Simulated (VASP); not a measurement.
Input:

```xyz
6
Lattice="-2.4782 2.4782 3.6577 2.4782 -2.4782 3.6577 2.4782 2.4782 -3.6577" Properties=species:S:1:pos:R:3 pbc="T T T"
Si     0.0000     0.0000     0.0000
Si     0.0000     2.4782     1.8288
O      0.4796     1.2391     0.9144
O     -1.2391     1.9986     2.7433
O     -0.4796     3.7174     0.9144
O      1.2391     2.9579     2.7433
```

Method: r2SCAN meta-GGA, VASP's PBE PAW potentials (set 64) (plane waves; VASP). Run with 520 eV cut-off, 7×7×7 Γ-centred mesh, tetrahedra with Blöchl corrections, potentials Si O.

### Question
Give the energies of bands 6 to 18 at the high-symmetry points, in eV from the valence-band maximum.

### Answer

```csv
band,Γ,X,P,N,M,S,R
6,-5.61,-7.35,-7.33,-6.10,-7.17,-6.83,-7.26
7,-5.61,-4.93,-5.00,-5.33,-5.03,-5.16,-5.01
8,-5.35,-4.93,-5.00,-5.15,-5.03,-4.96,-5.01
9,-2.58,-2.73,-2.79,-2.86,-2.53,-2.88,-2.77
10,-2.16,-2.73,-2.79,-2.35,-2.53,-2.37,-2.77
11,-1.63,-2.11,-1.87,-2.11,-2.10,-2.32,-1.95
12,-1.63,-2.11,-1.87,-1.65,-2.10,-1.58,-1.95
13,-1.58,-1.00,-1.02,-1.52,-1.50,-1.44,-1.10
14,-0.69,-1.00,-1.02,-0.80,-1.50,-1.14,-1.10
15,0.00,-0.35,-0.45,-0.50,-0.33,-0.65,-0.47
16,0.00,-0.35,-0.45,-0.14,-0.33,-0.27,-0.47
17,6.54,9.84,10.21,9.04,9.61,9.94,10.21
18,9.69,9.84,10.21,9.57,9.61,10.07,10.21
```

The gap is direct, 6.54 eV, from the valence maximum at Γ to the conduction minimum at Γ.

The structure comes from a computed database's SiO2 entry (I-42d); how it stands against other phases isn't given here. It was relaxed first.
